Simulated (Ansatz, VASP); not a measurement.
**Cross-check of Ge (amorphous Ge) between VASP and Ansatz**

One calculation is typed for both programs; each brings its own data sets. How far apart do they land? The cell is taken from a series of runs on this material, whose earlier steps may have relaxed, scaled, displaced or heated it; both programs get it as it stands.

Calculated with Ansatz 0.2.0; plane waves, with VASP 6.6.1 beside it; single point at PBE.

### Step 1. Starting point

The cell holds 83 atoms: 83 Ge. Cell: a = 12.343 Å, b = 12.343 Å, c = 12.343 Å, α = 90.0°, β = 90.0°, γ = 90.0°. As first built, before any earlier steps moved the atoms (in the runner's words): 83 atoms (83 Ge) placed at random at 5.32 g/cm^3, melted at 3500 K for 10 ps at fixed volume with the Tersoff potential (Tersoff, Phys. Rev. B 39, 5566 (1989)). Quenched from 3500 K to 300 K at 20 K/ps and fixed volume, annealed at 1000 K for 20 ps, held 5 ps.

### Step 2. Ansatz: single point, PBE

Ansatz runs on its PAW soft_1 files.

A single point gives forces, pressure and levels at one fixed geometry, so differences don't come from the geometry; what else differs is listed under the comparison.

File input.yaml:

```yaml
crystal:
  lattice:
    - [12.3432, 0.0, 0.0]
    - [0.0, 12.3432, 0.0]
    - [0.0, 0.0, 12.3432]
  atoms:
    - { symbol: Ge, position: [0.46952, 0.85535, 0.88402] }
    - { symbol: Ge, position: [0.59599, 0.50985, 0.96466] }
    - { symbol: Ge, position: [0.52304, 0.87575, 0.67657] }
    - { symbol: Ge, position: [0.91468, 0.86375, 0.09886] }
    - { symbol: Ge, position: [0.58712, 0.4116, 0.62377] }
    - { symbol: Ge, position: [0.73432, 0.88299, 0.75938] }
    - { symbol: Ge, position: [0.37902, 0.9828, 0.16138] }
    - { symbol: Ge, position: [0.27005, 0.05695, 0.47964] }
    - { symbol: Ge, position: [0.10166, 0.66274, 0.31224] }
    - { symbol: Ge, position: [0.36465, 0.32444, 0.08691] }
    - { symbol: Ge, position: [0.67516, 0.106, 0.57115] }
    - { symbol: Ge, position: [0.06702, 0.73243, 0.115] }
    - { symbol: Ge, position: [0.88918, 0.66134, 0.87671] }
    - { symbol: Ge, position: [0.92789, 0.50302, 0.6708] }
    - { symbol: Ge, position: [0.25408, 0.2483, 0.50239] }
    - { symbol: Ge, position: [0.55345, 0.2795, 0.13968] }
    - { symbol: Ge, position: [0.26871, 0.1389, 0.09164] }
    - { symbol: Ge, position: [0.8246, 0.18741, 0.04383] }
    - { symbol: Ge, position: [0.17753, 0.88611, 0.77778] }
    - { symbol: Ge, position: [0.40942, 0.49884, 0.00292] }
    - { symbol: Ge, position: [0.51437, 0.23325, 0.59938] }
    - { symbol: Ge, position: [0.82919, 0.13402, 0.46764] }
    - { symbol: Ge, position: [0.39733, 0.74887, 0.56358] }
    - { symbol: Ge, position: [0.74196, 0.26593, 0.35142] }
    - { symbol: Ge, position: [0.74674, 0.08842, 0.76766] }
    - { symbol: Ge, position: [0.40041, 0.81026, 0.37495] }
    - { symbol: Ge, position: [0.43454, 0.01781, 0.35846] }
    - { symbol: Ge, position: [0.27817, 0.58312, 0.88271] }
    - { symbol: Ge, position: [0.84664, 0.5073, 0.16208] }
    - { symbol: Ge, position: [0.38151, 0.65156, 0.14519] }
    - { symbol: Ge, position: [0.58437, 0.53172, 0.30858] }
    - { symbol: Ge, position: [0.32842, 0.98169, 0.66684] }
    - { symbol: Ge, position: [0.11234, 0.99881, 0.3576] }
    - { symbol: Ge, position: [0.85526, 0.5635, 0.49782] }
    - { symbol: Ge, position: [0.81538, 0.25476, 0.85022] }
    - { symbol: Ge, position: [0.12503, 0.32278, 0.84589] }
    - { symbol: Ge, position: [0.8295, 0.84979, 0.28769] }
    - { symbol: Ge, position: [0.66321, 0.80462, 0.39271] }
    - { symbol: Ge, position: [0.20261, 0.77618, 0.59228] }
    - { symbol: Ge, position: [0.06144, 0.52362, 0.46062] }
    - { symbol: Ge, position: [0.9613, 0.32168, 0.72524] }
    - { symbol: Ge, position: [0.65983, 0.45646, 0.14271] }
    - { symbol: Ge, position: [0.67, 0.826, 0.13962] }
    - { symbol: Ge, position: [0.60247, 0.70418, 0.893] }
    - { symbol: Ge, position: [0.89719, 0.6442, 0.30523] }
    - { symbol: Ge, position: [0.70196, 0.44647, 0.45644] }
    - { symbol: Ge, position: [0.05812, 0.29292, 0.24834] }
    - { symbol: Ge, position: [0.62199, 0.14141, 0.02804] }
    - { symbol: Ge, position: [0.93922, 0.05647, 0.70933] }
    - { symbol: Ge, position: [0.92193, 0.96551, 0.42456] }
    - { symbol: Ge, position: [0.53798, 0.71659, 0.26029] }
    - { symbol: Ge, position: [0.56462, 0.1929, 0.30775] }
    - { symbol: Ge, position: [0.86748, 0.31881, 0.1964] }
    - { symbol: Ge, position: [0.00587, 0.76515, 0.75418] }
    - { symbol: Ge, position: [0.97538, 0.04879, 0.0533] }
    - { symbol: Ge, position: [0.26176, 0.55194, 0.27409] }
    - { symbol: Ge, position: [0.76266, 0.54887, 0.76338] }
    - { symbol: Ge, position: [0.97235, 0.57397, 0.02273] }
    - { symbol: Ge, position: [0.26431, 0.31553, 0.69985] }
    - { symbol: Ge, position: [0.41073, 0.4805, 0.39726] }
    - { symbol: Ge, position: [0.43048, 0.29231, 0.42844] }
    - { symbol: Ge, position: [0.57284, 0.1889, 0.84553] }
    - { symbol: Ge, position: [0.61653, 0.6788, 0.67961] }
    - { symbol: Ge, position: [0.13759, 0.47605, 0.97678] }
    - { symbol: Ge, position: [0.22775, 0.15184, 0.89155] }
    - { symbol: Ge, position: [0.44813, 0.55768, 0.59195] }
    - { symbol: Ge, position: [0.25614, 0.80921, 0.10713] }
    - { symbol: Ge, position: [0.58067, 0.95425, 0.48822] }
    - { symbol: Ge, position: [0.28394, 0.79088, 0.90715] }
    - { symbol: Ge, position: [0.07534, 0.03843, 0.86348] }
    - { symbol: Ge, position: [0.2028, 0.8115, 0.39271] }
    - { symbol: Ge, position: [0.97689, 0.21786, 0.56298] }
    - { symbol: Ge, position: [0.085, 0.32764, 0.4331] }
    - { symbol: Ge, position: [0.54363, 0.95511, 0.04636] }
    - { symbol: Ge, position: [0.19594, 0.41445, 0.15358] }
    - { symbol: Ge, position: [0.28252, 0.51712, 0.69642] }
    - { symbol: Ge, position: [0.75813, 0.73311, 0.55141] }
    - { symbol: Ge, position: [0.38539, 0.16129, 0.75585] }
    - { symbol: Ge, position: [0.10698, 0.60761, 0.63936] }
    - { symbol: Ge, position: [0.65258, 0.38231, 0.82132] }
    - { symbol: Ge, position: [0.09847, 0.118, 0.19736] }
    - { symbol: Ge, position: [0.77756, 0.80706, 0.95183] }
    - { symbol: Ge, position: [0.89175, 0.87152, 0.62722] }
kpoints:
  mp_grid: { grid: [1, 1, 1] }
hamiltonian:
  xc: pbe
  pseudopotentials: { kind: paw, azcp: { folder: soft_1 } }
scf:
  occupations: { method: fermi_dirac, width: 0.05 }
output:
  forces: true
```

Command:

```sh
$ ansatz run input.yaml --threads 8 --pin off --max-ram 15872MiB --backend cpu --events-out ev --progress --plain --runs-dir out
```

Numbers of over 12 decimals in the logs are rounded to 6 here.

The log of the run:

```text
Engine: ansatz 0.2.0, aarch64-unknown-linux-gnu
Pseudopotentials: kind: paw
Pseudopotential: Ge, paw, valence charge 14, recommended cutoff 420 eV (normal), soft_1/Ge.paw.azcp
Functional definition: PBE
  parameter kappa = 0.804
  parameter beta = 0.066725
  exchange = pbe_x(kappa = kappa, mu = beta*pi^2/3)
  correlation = pbe_c(beta = beta)
Crystal: 83 atoms, lattice volume = 1880.543 Å³
Basis set: ecut = 420 eV, 36785 PW (Γ), exchange–correlation on 180×180×180 points (8 copies of the dense FFT grid, shifted against one another)
Bands: 664, of which v1, the nominal top of the filled ones, is band 581 counted from 1 (580 counted from 0)
Symmetry: 1 space group operations
Space group: P1 (ITA 1), of the structure as read, at distance tolerance 1.2e-4 Å
k-points: 1
Non-local potential: Ge, projectors of the file, l = 0: 2, l = 1: 2, l = 2: 3, l = 3: 1
PAW form: soft (Blöchl's): semilocal exchange-correlation on the pseudo side does not see the compensation charge
PAW one-centre angular grid: Ge, 590 points (default); XC on 64 Gauss nodes
Initial density: superposition of atomic densities (chi_scale 0.1, normalization cell)
Initial wavefunctions: pseudopotential atomic-orbital guess
Functional: x = pbe(κ = 0.804, μ = 0.219515), c = pbe(β = 0.066725)
SCF iter   1: F=—  HF=-356463.335965 eV  |F-HF|=—  |Δ(HF+E_count)|=         —  Δρ=2.99e-2  dr2=1.70e1  ethr=3.10e-3  ⟨swp⟩=6.0  Hψ=2369  notcnv=0
preconditioner: auto → LDOS  [metal: Δε(μ)=0.029 eV  Ē_g=21.322 eV  σ=0.050 eV  W_gap=0.14  n_scr=484 (ndim 8)  ℏωp=29.2 eV  f_vac=0.030  D(μ)=31.52/eV (n_scr^D=170)  β→1.0]
SCF iter   2: F=—  HF=-356461.833036 eV  |F-HF|=—  |Δ(HF+E_count)|=    1.50e0  Δρ=7.26e-3  dr2=2.02e0  ethr=1.46e-3  ⟨swp⟩=2.0  Hψ=933  notcnv=0  defer=56
SCF iter   3: F=—  HF=-356461.690917 eV  |F-HF|=—  |Δ(HF+E_count)|=   1.42e-1  Δρ=3.92e-3  dr2=6.94e-1  ethr=1.74e-4  ⟨swp⟩=4.0  Hψ=1238  notcnv=0  defer=56
SCF iter   4: F=—  HF=-356461.485783 eV  |F-HF|=—  |Δ(HF+E_count)|=   2.05e-1  Δρ=1.48e-3  dr2=1.09e-1  ethr=5.98e-5  ⟨swp⟩=2.0  Hψ=1214  notcnv=0  defer=56
SCF iter   5: F=—  HF=-356461.466109 eV  |F-HF|=—  |Δ(HF+E_count)|=   1.97e-2  Δρ=4.87e-4  dr2=7.72e-3  ethr=9.36e-6  ⟨swp⟩=2.0  Hψ=774  notcnv=0  defer=56
SCF iter   6: F=—  HF=-356461.463885 eV  |F-HF|=—  |Δ(HF+E_count)|=   2.22e-3  Δρ=1.08e-4  dr2=6.65e-4  ethr=6.64e-7  ⟨swp⟩=2.0  Hψ=1190  notcnv=0  defer=56
SCF iter   7: F=—  HF=-356461.464006 eV  |F-HF|=—  |Δ(HF+E_count)|=   1.21e-4  Δρ=4.19e-5  dr2=1.06e-4  ethr=5.72e-8  ⟨swp⟩=2.0  Hψ=1191  notcnv=0  defer=56
SCF iter   8: F=—  HF=-356461.464007 eV  |F-HF|=—  |Δ(HF+E_count)|=   9.65e-7  Δρ=1.71e-5  dr2=1.78e-5  ethr=9.10e-9  ⟨swp⟩=2.0  Hψ=1190  notcnv=0  defer=56
SCF iter   9: F=—  HF=-356461.465431 eV  |F-HF|=—  |Δ(HF+E_count)|=   1.42e-3  Δρ=7.44e-6  dr2=3.35e-6  ethr=1.53e-9  ⟨swp⟩=2.0  Hψ=1246  notcnv=0  defer=56
SCF iter  10: F=—  HF=-356461.465430 eV  |F-HF|=—  |Δ(HF+E_count)|=   3.94e-7  Δρ=3.17e-6  dr2=5.17e-7  ethr=2.88e-10  ⟨swp⟩=2.0  Hψ=1190  notcnv=0  defer=56
SCF iter  11: F=—  HF=-356461.465430 eV  |F-HF|=—  |Δ(HF+E_count)|=   3.10e-8  Δρ=1.49e-6  dr2=1.10e-7  ethr=8.61e-12  ⟨swp⟩=4.0  Hψ=1943  notcnv=0
SCF iter  12: F=-356461.465430 eV  HF=-356461.465430 eV  |F-HF|=1.90e-8  |Δ(HF+E_count)|=   6.17e-9  Δρ=7.14e-7  dr2=2.63e-8  ethr=8.61e-12  ⟨swp⟩=3.0  Hψ=1834  notcnv=0
SCF 1 converged in 12 iterations: F = -356461.465430 eV  dr2 = 2.63e-8
  greatest PAW one-centre occupation: 0.998 electrons in one spin orbital (limit 2), on the Ge atom at site 62 (counted from 0), in its partial waves of l = 2
SCF converged after 12 iterations
Free energy (F): -356461.465430 eV
Harris-Foulkes:  -356461.465430 eV  (|F-HF|=1.90e-8)
Internal energy: -356461.184295 eV  (E = F + TS)
E sigma→0 (E₀):  -356461.324862 eV
Entropy (-TS):   -0.281136 eV (-3.387 meV/atom)
Fermi energy:    8.340924 eV
--- Per-component energies (eV) ---
  E_band       = -12471.317848
  E_kinetic    = 7688.795595
  E_local      = -189472.289791  (includes V_loc(G=0)·N_el)
  E_nonlocal   = 17967.108933
  E_hartree    = 90359.393869
  E_xc         = -5959.121490
  E_vxc        = -5413.100040  (∫ρ·V_xc dr)
  E_paw        = -166976.279446  (= ΣΔE_a)
  E_vpaw       = -23960.623312  (= ΣTr[D̂ρ^β])
  E_aug_tail   = 0.001272  (compensation charges beyond the density's cutoff)
  E_ewald      = -110068.793236
  E_smearing   = -0.281136  (= −TS)
  E_closure    = 0.000000  (closes the sum)
  Σ components = -356461.465430   (vs F -356461.465430, Δ=0.00e0)
--- Forces (eV/Å), atoms counted from 1 ---
  atom   1  Ge     0.29202430     0.43602833    -0.25705494
  atom   2  Ge     0.63138142     0.49366136    -0.27335592
  atom   3  Ge    -0.62349384     0.18925817     0.02323358
  atom   4  Ge    -0.08827151     0.24534739     0.14311935
  atom   5  Ge     0.44024169     0.33966200     0.13511197
  atom   6  Ge    -0.37592230     0.04880004     0.70638290
  atom   7  Ge    -0.40735469    -0.15004577    -0.52413435
  atom   8  Ge    -0.16215288    -0.67696858    -0.18883475
  atom   9  Ge    -0.10103602     0.29598980    -0.22287145
  atom  10  Ge    -0.27989742    -0.80494955     0.11512752
  atom  11  Ge    -0.72636897     0.53027586     1.10641732
  atom  12  Ge     0.05851164    -0.02582488     0.20414492
  atom  13  Ge    -0.74352413     0.00576330    -0.40553085
  atom  14  Ge     0.75352983     0.30349369     0.01156027
  atom  15  Ge    -0.31259275     0.97903021     0.51598645
  atom  16  Ge    -0.48264452     1.07371941    -0.16225509
  atom  17  Ge     0.68979602     0.04668201    -0.12801258
  atom  18  Ge    -0.03032995    -0.03865043    -0.04903078
  atom  19  Ge    -0.39028319    -0.17695844    -0.60642128
  atom  20  Ge    -0.62335167     0.36043836     0.03720708
  atom  21  Ge     0.07704990    -0.81613498    -0.01721238
  atom  22  Ge     0.49634463     0.89300379    -0.76107518
  atom  23  Ge     0.42248017     0.33373627     0.43734795
  atom  24  Ge     0.69339007     0.60525616     0.21286899
[...]
atom  76  Ge     0.09392463    -0.39871848     0.03855864
  atom  77  Ge     0.58438309    -0.21626246     0.11827097
  atom  78  Ge     0.59115263    -0.02625001     0.03591325
  atom  79  Ge    -0.19610347    -0.70080719     0.34221374
  atom  80  Ge     0.00543250    -0.33431189    -0.05849595
  atom  81  Ge     0.57920413    -1.20648097    -0.48391196
  atom  82  Ge    -0.15345822     0.35096570     0.10316722
  atom  83  Ge     0.21053621    -0.06436871    -0.89655257
  max |Σ_I F_I| component: 2.25e-5 eV/Å
```

### Step 3. VASP: single point, PBE

The same cell, functional, mesh and smearing now go to VASP, with its own data sets.

Lines of VASP's logs that name or quote its potential files are left out, and so is its time.

File INCAR:

```
SYSTEM = Ge
PREC = Accurate
ENCUT = 410
EDIFF = 1E-06
NELM = 120
ISMEAR = -1
SIGMA = 0.05
LREAL = Auto
ALGO = Normal
GGA = PE
NBANDS = 680
LORBIT = 11
LWAVE = .FALSE.
LCHARG = .FALSE.
ISIF = 2
LASPH = .TRUE.
GGA_COMPAT = .FALSE.
NCORE = 2
```

File POSCAR:

```
Ge
1.0
   12.3432000000      0.0000000000      0.0000000000
    0.0000000000     12.3432000000      0.0000000000
    0.0000000000      0.0000000000     12.3432000000
Ge
83
Direct
    0.4695200000      0.8553500000      0.8840200000
    0.5959900000      0.5098500000      0.9646600000
    0.5230400000      0.8757500000      0.6765700000
    0.9146800000      0.8637500000      0.0988600000
    0.5871200000      0.4116000000      0.6237700000
    0.7343200000      0.8829900000      0.7593800000
    0.3790200000      0.9828000000      0.1613800000
    0.2700500000      0.0569500000      0.4796400000
    0.1016600000      0.6627400000      0.3122400000
    0.3646500000      0.3244400000      0.0869100000
    0.6751600000      0.1060000000      0.5711500000
    0.0670200000      0.7324300000      0.1150000000
    0.8891800000      0.6613400000      0.8767100000
    0.9278900000      0.5030200000      0.6708000000
    0.2540800000      0.2483000000      0.5023900000
    0.5534500000      0.2795000000      0.1396800000
    0.2687100000      0.1389000000      0.0916400000
    0.8246000000      0.1874100000      0.0438300000
    0.1775300000      0.8861100000      0.7777800000
    0.4094200000      0.4988400000      0.0029200000
    0.5143700000      0.2332500000      0.5993800000
    0.8291900000      0.1340200000      0.4676400000
    0.3973300000      0.7488700000      0.5635800000
    0.7419600000      0.2659300000      0.3514200000
    0.7467400000      0.0884200000      0.7676600000
    0.4004100000      0.8102600000      0.3749500000
    0.4345400000      0.0178100000      0.3584600000
    0.2781700000      0.5831200000      0.8827100000
    0.8466400000      0.5073000000      0.1620800000
    0.3815100000      0.6515600000      0.1451900000
    0.5843700000      0.5317200000      0.3085800000
    0.3284200000      0.9816900000      0.6668400000
    0.1123400000      0.9988100000      0.3576000000
    0.8552600000      0.5635000000      0.4978200000
    0.8153800000      0.2547600000      0.8502200000
    0.1250300000      0.3227800000      0.8458900000
    0.8295000000      0.8497900000      0.2876900000
    0.6632100000      0.8046200000      0.3927100000
    0.2026100000      0.7761800000      0.5922800000
    0.0614400000      0.5236200000      0.4606200000
    0.9613000000      0.3216800000      0.7252400000
    0.6598300000      0.4564600000      0.1427100000
    0.6700000000      0.8260000000      0.1396200000
    0.6024700000      0.7041800000      0.8930000000
    0.8971900000      0.6442000000      0.3052300000
    0.7019600000      0.4464700000      0.4564400000
    0.0581200000      0.2929200000      0.2483400000
    0.6219900000      0.1414100000      0.0280400000
    0.9392200000      0.0564700000      0.7093300000
    0.9219300000      0.9655100000      0.4245600000
    0.5379800000      0.7165900000      0.2602900000
    0.5646200000      0.1929000000      0.3077500000
    0.8674800000      0.3188100000      0.1964000000
    0.0058700000      0.7651500000      0.7541800000
    0.9753800000      0.0487900000      0.0533000000
    0.2617600000      0.5519400000      0.2740900000
    0.7626600000      0.5488700000      0.7633800000
    0.9723500000      0.5739700000      0.0227300000
    0.2643100000      0.3155300000      0.6998500000
    0.4107300000      0.4805000000      0.3972600000
    0.4304800000      0.2923100000      0.4284400000
    0.5728400000      0.1889000000      0.8455300000
    0.6165300000      0.6788000000      0.6796100000
    0.1375900000      0.4760500000      0.9767800000
    0.2277500000      0.1518400000      0.8915500000
    0.4481300000      0.5576800000      0.5919500000
    0.2561400000      0.8092100000      0.1071300000
    0.5806700000      0.9542500000      0.4882200000
    0.2839400000      0.7908800000      0.9071500000
    0.0753400000      0.0384300000      0.8634800000
    0.2028000000      0.8115000000      0.3927100000
    0.9768900000      0.2178600000      0.5629800000
    0.0850000000      0.3276400000      0.4331000000
    0.5436300000      0.9551100000      0.0463600000
    0.1959400000      0.4144500000      0.1535800000
    0.2825200000      0.5171200000      0.6964200000
    0.7581300000      0.7331100000      0.5514100000
    0.3853900000      0.1612900000      0.7558500000
    0.1069800000      0.6076100000      0.6393600000
    0.6525800000      0.3823100000      0.8213200000
    0.0984700000      0.1180000000      0.1973600000
    0.7775600000      0.8070600000      0.9518300000
    0.8917500000      0.8715200000      0.6272200000
```

File KPOINTS:

```
Automatic mesh
0
Gamma
1 1 1
0 0 0
```

PAW data sets: Ge_d (PBE family, release 64).

Command:

```sh
$ mpirun -np 8 vasp_gam
```

The log of the run:

```text
[banner, memory and clock lines left out]
running    8 mpi-ranks, on    1 nodes
[...]
LDA part: xc-table for (Slater+PW92), standard interpolation
 POSCAR, INCAR and KPOINTS ok, starting setup
[...]
entering main loop
       N       E                     dE             d eps       ncg     rms          rms(c)
DAV:   1     0.221113338819E+05    0.22111E+05   -0.40903E+05  1368   0.486E+03
DAV:   2     0.511877877256E+04   -0.16993E+05   -0.16388E+05  1360   0.108E+03
DAV:   3     0.661924310809E+03   -0.44569E+04   -0.42764E+04  1360   0.300E+02
DAV:   4    -0.258775708435E+03   -0.92070E+03   -0.84435E+03  1536   0.129E+02
[...]
DAV:  17    -0.352265333170E+03   -0.25006E-04   -0.21666E-04  2192   0.467E-02    0.376E-03
DAV:  18    -0.352265341221E+03   -0.80508E-05   -0.79149E-05  1432   0.296E-02    0.400E-03
DAV:  19    -0.352265340758E+03    0.46301E-06   -0.36922E-06  1128   0.237E-02
   1 F= -.35226534E+03 E0= -.35212453E+03  d E =-.281629E+00
```

OUTCAR, selected parts (step 3):

```text
  FREE ENERGIE OF THE ION-ELECTRON SYSTEM (eV)
  ---------------------------------------------------
  free  energy   TOTEN  =      -352.2653407582 eV

  energy  without entropy=     -351.9837116301  energy(sigma->0) =     -352.12452619
```

The run ends at a pressure of 3.60 GPa, with forces up to 1.5 eV/Å.

### Step 4. Side by side

Known differences besides the potentials themselves: the cutoff is 420 eV in Ansatz and 410 eV in VASP (PREC = Accurate, projectors in real space). Total energies have different zeros and are not compared.

Forces on 8 of the 83 atoms, those with the largest forces and the largest differences (eV/Å; atoms numbered as in POSCAR):

| atom | Ansatz x, y, z | VASP x, y, z |
| --- | --- | --- |
| Ge11 | -0.726, 0.530, 1.106 | -0.722, 0.527, 1.101 |
| Ge16 | -0.483, 1.074, -0.162 | -0.483, 1.065, -0.160 |
| Ge22 | 0.496, 0.893, -0.761 | 0.491, 0.898, -0.756 |
| Ge25 | -1.262, -0.126, -0.421 | -1.262, -0.124, -0.422 |
| Ge47 | -0.371, 1.118, -0.905 | -0.370, 1.111, -0.902 |
| Ge52 | -0.831, -0.721, 0.925 | -0.830, -0.716, 0.920 |
| Ge71 | -1.199, 0.839, -0.331 | -1.202, 0.835, -0.333 |
| Ge81 | 0.579, -1.206, -0.484 | 0.579, -1.200, -0.482 |

The forces differ by 2.8 meV/Å r.m.s., which is 0.6 % of the r.m.s. force of 0.483 eV/Å (both taken over all components).

### Step 5. Outcome

```yaml
r_m_s_force_difference_single_point_pbe: 0.58 % of the r.m.s. force
```

What this shows: The r.m.s. force difference is 0.58 % of the r.m.s. force (single point, PBE), within the 3 % picked in this series as the mark of a large difference. How closely two codes agree says nothing of how well the functional describes the real material.

[Lines on the potential files, build, host, timing and source positions are cut from VASP's logs without a mark.]

[Logs are printed without paths, hosts, clocks, repeated set-up lines and the standing remarks that a program may print on its own settings, such as how far it seeks lower states.]

[Hosts, paths, dates, database ids (printed as entryN), source tags and the programs' standing remarks are cut or masked in the printed files.]
